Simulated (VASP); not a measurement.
Given:

```yaml
crystal:
  lattice:
    - [4.77860, -2.53186, -0.00073]
    - [4.77860, 2.53186, -0.00073]
    - [3.43777, 0.00000, 4.17457]
  atoms:
    - { symbol: Ga, position: [0.85577, 0.85577, 0.85577] }
    - { symbol: Ga, position: [0.35577, 0.35577, 0.35577] }
    - { symbol: Ga, position: [0.14423, 0.14423, 0.14423] }
    - { symbol: Ga, position: [0.64423, 0.64423, 0.64423] }
    - { symbol: O, position: [0.44685, 0.05315, 0.75000] }
    - { symbol: O, position: [0.05315, 0.75000, 0.44685] }
    - { symbol: O, position: [0.55315, 0.94685, 0.25000] }
    - { symbol: O, position: [0.25000, 0.55315, 0.94685] }
    - { symbol: O, position: [0.94685, 0.25000, 0.55315] }
    - { symbol: O, position: [0.75000, 0.44685, 0.05315] }
```

All values below come from PBE GGA, VASP's PBE PAW potentials (set 64) (plane waves; VASP 6.6.1). Numerical set-up: 520 eV cut-off, 6×6×6 Γ-centred mesh, tetrahedra with Blöchl corrections, potentials Ga_d O.

The cores are frozen, which limits the accuracy of field gradients.

### Question
Give the principal components of the electric field gradient (V/Å²) and the asymmetry η at each nucleus.

### Answer

```
atom    Vxx    Vyy    Vzz     η
----  -----  -----  -----  ----
Ga1   -11.5  -11.5   23.0  0.00
Ga2   -11.5  -11.5   23.0  0.00
Ga3   -11.5  -11.5   23.0  0.00
Ga4   -11.5  -11.5   23.0  0.00
O5     43.9   10.6  -54.4  0.61
O6     43.9   10.6  -54.4  0.61
O7     43.9   10.6  -54.4  0.61
O8     43.9   10.6  -54.4  0.61
O9     43.9   10.6  -54.4  0.61
O10    43.9   10.6  -54.4  0.61
```

The compound is Ga2O3 in the corundum structure, the metastable α form; monoclinic β is stable. It was relaxed first, which changed the volume by +5 %.
